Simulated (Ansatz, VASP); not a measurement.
# AlSi90Ge23 (amorphous Si0.8Ge0.2): VASP beside Ansatz, part 2 of 2

Wanted: the spread between two codes on one cell, functional and k mesh. Of the first pair: The structure shown is the start of the Ansatz relaxation below; VASP solves that cell, so the two are compared at the walk's first step.

VASP 6.6.1 and Ansatz 0.2.0.

So far. Step 4 (Differences): The forces differ by 2.7 meV/Å r.m.s., which is 2.4 % of the r.m.s. force of 0.110 eV/Å (both taken over all components).

## 5. Ansatz: relaxation, PBE

Level of this step: Ansatz beside VASP: Kohn-Sham DFT, plane waves, PBE (Ansatz).

This run makes the geometry at which the two programs are then compared.

The structure compared here is the end of the Ansatz relaxation.

File input.yaml:

```yaml
crystal:
  lattice:
    - [13.4349, 0.0, 0.0]
    - [0.0, 13.4349, 0.0]
    - [0.0, 0.0, 13.4349]
  atoms:
    - { symbol: Si, position: [0.78749, 0.74737, 0.65442] }
    - { symbol: Si, position: [0.62123, 0.01072, 0.14961] }
[... 3 atom lines left out ...]
    - { symbol: Si, position: [0.2683, 0.3779, 0.18018] }
[... 3 atom lines left out ...]
    - { symbol: Si, position: [0.28724, 0.5828, 0.7947] }
    - { symbol: Si, position: [0.34913, 0.22397, 0.13309] }
    - { symbol: Si, position: [0.27964, 0.70922, 0.04955] }
    - { symbol: Si, position: [0.38776, 0.50416, 0.16799] }
    - { symbol: Si, position: [0.04981, 0.06439, 0.89492] }
[... 2 atom lines left out ...]
    - { symbol: Si, position: [0.01653, 0.36914, 0.11193] }
[... 1 atom line left out ...]
    - { symbol: Si, position: [0.92853, 0.28976, 0.98089] }
[... 3 atom lines left out ...]
    - { symbol: Si, position: [0.28808, 0.20523, 0.56227] }
[... 1 atom line left out ...]
    - { symbol: Si, position: [0.03739, 0.64047, 0.98927] }
[... 2 atom lines left out ...]
    - { symbol: Si, position: [0.23056, 0.44276, 0.70682] }
[... 1 atom line left out ...]
    - { symbol: Si, position: [0.14185, 0.30043, 0.75276] }
[... 1 atom line left out ...]
    - { symbol: Si, position: [0.4788, 0.50942, 0.01534] }
    - { symbol: Si, position: [0.45416, 0.94443, 0.12513] }
[... 2 atom lines left out ...]
    - { symbol: Si, position: [0.11632, 0.22712, 0.58755] }
    - { symbol: Si, position: [0.34108, 0.66517, 0.20816] }
    - { symbol: Al, position: [0.27061, 0.28499, 0.98368] }
[... 3 atom lines left out ...]
    - { symbol: Si, position: [0.2765, 0.86493, 0.41668] }
[... 3 atom lines left out ...]
    - { symbol: Si, position: [0.86931, 0.88734, 0.13023] }
[... 2 atom lines left out ...]
    - { symbol: Si, position: [0.76232, 0.34693, 0.94896] }
[... 1 atom line left out ...]
    - { symbol: Si, position: [0.51522, 0.45061, 0.40421] }
[... 1 atom line left out ...]
    - { symbol: Si, position: [0.73859, 0.07697, 0.01358] }
    - { symbol: Si, position: [0.35961, 0.12518, 0.81392] }
    - { symbol: Si, position: [0.94945, 0.50476, 0.76069] }
[... 1 atom line left out ...]
    - { symbol: Si, position: [0.90026, 0.61103, 0.26248] }
[... 3 atom lines left out ...]
    - { symbol: Si, position: [0.4593, 0.06458, 0.37894] }
[... 6 atom lines left out ...]
    - { symbol: Si, position: [0.70815, 0.62381, 0.41916] }
[... 4 atom lines left out ...]
    - { symbol: Si, position: [0.23873, 0.58155, 0.46535] }
[... 1 atom line left out ...]
    - { symbol: Si, position: [0.92596, 0.71883, 0.54019] }
[... 3 atom lines left out ...]
    - { symbol: Si, position: [0.63451, 0.54537, 0.12413] }
    - { symbol: Si, position: [0.99478, 0.34768, 0.82836] }
[... 1 atom line left out ...]
    - { symbol: Si, position: [0.71151, 0.25601, 0.09291] }
[... 1 atom line left out ...]
    - { symbol: Si, position: [0.51103, 0.76723, 0.88909] }
    - { symbol: Si, position: [0.45127, 0.60258, 0.86056] }
[... 2 atom lines left out ...]
    - { symbol: Si, position: [0.16905, 0.94337, 0.68086] }
[... 1 atom line left out ...]
    - { symbol: Si, position: [0.34233, 0.43604, 0.44056] }
    - { symbol: Si, position: [0.66105, 0.15403, 0.86649] }
[... 1 atom line left out ...]
    - { symbol: Ge, position: [0.53701, 0.42672, 0.23032] }
[... 2 atom lines left out ...]
    - { symbol: Ge, position: [0.14264, 0.98412, 0.19866] }
[... 1 atom line left out ...]
    - { symbol: Ge, position: [0.29521, 0.1467, 0.39082] }
[... 2 atom lines left out ...]
    - { symbol: Ge, position: [0.30191, 0.04455, 0.10219] }
[... 3 atom lines left out ...]
    - { symbol: Ge, position: [0.28666, 0.9538, 0.93012] }
[... 1 atom line left out ...]
    - { symbol: Ge, position: [0.23254, 0.32111, 0.34998] }
    - { symbol: Ge, position: [0.49644, 0.24464, 0.84763] }
[... 3 atom lines left out ...]
    - { symbol: Ge, position: [0.94696, 0.53586, 0.1065] }
[... 1 atom line left out ...]
    - { symbol: Ge, position: [0.57625, 0.10788, 0.61574] }
kpoints:
  mp_grid: { grid: [1, 1, 1] }
hamiltonian:
  xc: pbe
  pseudopotentials: { kind: paw, azcp: { folder: soft_1 } }
scf:
  occupations: { method: gaussian, width: 0.025 }
output:
  forces: true
  eigenvalues: true
relax:
  f_tol: 0.05
  max_steps: 90
```

On the command line:

```sh
$ ansatz run input.yaml --threads 4 --pin off --max-ram 15872MiB --backend cpu --events-out ev --progress --plain --runs-dir out
```

Numbers of over 12 decimals in the logs are rounded to 6 here.

What it wrote:

```text
[...]
Crystal: 114 atoms, lattice volume = 2424.953 Å³
Basis set: ecut = 420 eV, 47401 PW (Γ), exchange–correlation on 180×180×180 points (8 copies of the dense FFT grid, shifted against one another)
Bands: 457, of which v1, the nominal top of the filled ones, is band 343 counted from 1 (342 counted from 0)
Symmetry: 1 space group operations
[...]
k-points: 1
[...]
- { symbol: Ge, position: [0.631977, 0.291675, 0.642440] }
    - { symbol: Ge, position: [0.530061, 0.631038, 0.420083] }
    - { symbol: Ge, position: [0.143867, 0.988287, 0.193851] }
    - { symbol: Ge, position: [0.713152, 0.866424, 0.220396] }
    - { symbol: Ge, position: [0.298612, 0.149941, 0.384183] }
    - { symbol: Ge, position: [0.412474, 0.946357, 0.513771] }
[...]
- { symbol: Ge, position: [0.491582, 0.740167, 0.265297] }
    - { symbol: Ge, position: [0.946695, 0.535039, 0.103472] }
    - { symbol: Ge, position: [0.943771, 0.081970, 0.742679] }
    - { symbol: Ge, position: [0.574488, 0.113294, 0.618312] }
```

## 6. VASP: single point, PBE, relaxed cell, pair 2

The same cell, functional, mesh and smearing now go to VASP, with its own data sets.

File INCAR:

```
SYSTEM = AlSi90Ge23
PREC = Accurate
ENCUT = 410
EDIFF = 1E-06
NELM = 120
ISMEAR = 0
SIGMA = 0.025
LREAL = Auto
ALGO = Normal
GGA = PE
NBANDS = 432
LORBIT = 11
LWAVE = .FALSE.
LCHARG = .FALSE.
ISIF = 2
LASPH = .TRUE.
GGA_COMPAT = .FALSE.
NCORE = 4
```

File POSCAR:

```
AlSi90Ge23
1.0
   13.4349000000      0.0000000000      0.0000000000
    0.0000000000     13.4349000000      0.0000000000
    0.0000000000      0.0000000000     13.4349000000
Si Al Ge
90 1 23
Direct
    0.7893100000      0.7456300000      0.6535200000
    0.6206200000      0.0114500000      0.1512800000
[... 3 atom lines left out ...]
    0.2631000000      0.3778700000      0.1778100000
[... 3 atom lines left out ...]
    0.2886700000      0.5826200000      0.7935600000
    0.3552000000      0.2224400000      0.1759100000
    0.2809900000      0.7119500000      0.0458300000
    0.3872300000      0.5007800000      0.1660000000
    0.0433500000      0.0605600000      0.8935800000
[... 2 atom lines left out ...]
    0.0182600000      0.3703300000      0.1150000000
[... 1 atom line left out ...]
    0.9307000000      0.2905700000      0.9838000000
[... 3 atom lines left out ...]
    0.2904500000      0.2056500000      0.5598700000
[... 1 atom line left out ...]
    0.0377900000      0.6389600000      0.9865700000
[... 2 atom lines left out ...]
    0.2314700000      0.4407400000      0.7087200000
[... 1 atom line left out ...]
    0.1390500000      0.2999400000      0.7543500000
[... 1 atom line left out ...]
    0.4810200000      0.5010100000      0.0147800000
    0.4496000000      0.9582400000      0.1182100000
[... 2 atom lines left out ...]
    0.1189400000      0.2282500000      0.5881600000
    0.3411000000      0.6629700000      0.2031500000
    0.3476300000      0.3675700000      0.6007500000
[... 3 atom lines left out ...]
    0.4537400000      0.3221000000      0.0068300000
[... 3 atom lines left out ...]
    0.1996300000      0.5784900000      0.9534000000
[... 2 atom lines left out ...]
    0.1704400000      0.4158600000      0.0335400000
[... 1 atom line left out ...]
    0.9205600000      0.1188300000      0.0111400000
[... 1 atom line left out ...]
    0.3470600000      0.1199600000      0.8171300000
    0.9523000000      0.5081500000      0.7576500000
    0.3893200000      0.0861600000      0.6396700000
[... 1 atom line left out ...]
    0.9699000000      0.2960200000      0.2821800000
[... 3 atom lines left out ...]
    0.9639000000      0.0362000000      0.1611800000
[... 6 atom lines left out ...]
    0.5439800000      0.2668300000      0.1526700000
[... 4 atom lines left out ...]
    0.3326600000      0.9494100000      0.7455400000
[... 1 atom line left out ...]
    0.1142600000      0.8982600000      0.9162400000
[... 3 atom lines left out ...]
    0.9918300000      0.3500600000      0.8294000000
    0.0900700000      0.5336500000      0.6547200000
[... 1 atom line left out ...]
    0.5824500000      0.1393000000      0.2724300000
[... 1 atom line left out ...]
    0.4512300000      0.6005300000      0.8626500000
    0.4888700000      0.3725600000      0.7070500000
[... 2 atom lines left out ...]
    0.1870900000      0.1714000000      0.8638000000
[... 1 atom line left out ...]
    0.6473900000      0.1378300000      0.8750900000
    0.2710200000      0.2674700000      0.0001600000
[... 1 atom line left out ...]
    0.5372300000      0.4287000000      0.2334700000
[... 2 atom lines left out ...]
    0.1438700000      0.9882900000      0.1938500000
[... 1 atom line left out ...]
    0.2986100000      0.1499400000      0.3841800000
[... 2 atom lines left out ...]
    0.2966300000      0.0634200000      0.0928600000
[... 3 atom lines left out ...]
    0.2864600000      0.9545400000      0.9227800000
[... 1 atom line left out ...]
    0.2294400000      0.3283500000      0.3509200000
    0.4883900000      0.2386100000      0.8526600000
[... 3 atom lines left out ...]
    0.9466900000      0.5350400000      0.1034700000
[... 1 atom line left out ...]
    0.5744900000      0.1132900000      0.6183100000
```

File KPOINTS:

```
Automatic mesh
0
Gamma
1 1 1
0 0 0
```

Potentials, in the order of the species: Si, Al and Ge_d (PBE family, release 64).

On the command line:

```sh
$ mpirun -np 16 vasp_gam
```

What it wrote:

```text
[... set-up lines as in an earlier step ...]
 entering main loop
       N       E                     dE             d eps       ncg     rms          rms(c)
DAV:   1     0.110051691155E+05    0.11005E+05   -0.21369E+05  1000   0.243E+03
DAV:   2     0.185996868130E+04   -0.91452E+04   -0.88130E+04   864   0.652E+02
DAV:   3    -0.266112904083E+03   -0.21261E+04   -0.19631E+04  1016   0.215E+02
DAV:   4    -0.560315590636E+03   -0.29420E+03   -0.28143E+03  1104   0.829E+01
[...]
DAV:  16    -0.565771613131E+03   -0.15240E-04   -0.27835E-05   928   0.105E-02    0.347E-03
DAV:  17    -0.565771615024E+03   -0.18930E-05   -0.22068E-06   760   0.571E-03    0.208E-03
DAV:  18    -0.565771615752E+03   -0.72770E-06   -0.14823E-06   672   0.323E-03
   1 F= -.56577162E+03 E0= -.56576456E+03  d E =-.141047E-01
```

From OUTCAR (step 6):

```text
  FREE ENERGIE OF THE ION-ELECTRON SYSTEM (eV)
  ---------------------------------------------------
  free  energy   TOTEN  =      -565.7716157517 eV

  energy  without entropy=     -565.7575110116  energy(sigma->0) =     -565.76456338
```

The run ends at a pressure of -1.39 GPa, with forces up to 0.042 eV/Å.

## 7. Side by side

At this near-relaxed geometry the largest component of a force difference is 8 meV/Å.

## 8. Summary of results

```
r.m.s. force difference (single point, PBE, start cell, pair 1)   : 2.7 meV/Å
r.m.s. force difference (single point, PBE, relaxed cell, pair 2) : 2.7 meV/Å
```

The r.m.s. force difference is 2.7 meV/Å (single point, PBE, start cell, pair 1), within the 12 meV/Å picked in this series as the mark of a large difference. Such differences can come from data sets, numerical settings and the points named under the comparisons, not from the functional's error against experiment.

[Lines on the potential files, build, host, timing and source positions are cut from VASP's logs without a mark.]

[Logs are printed without paths, hosts, clocks, repeated set-up lines and the standing remarks that a program may print on its own settings, such as how far it seeks lower states.]

[Hosts, paths, dates, database ids (printed as entryN), source tags and the programs' standing remarks are cut or masked in the printed files.]
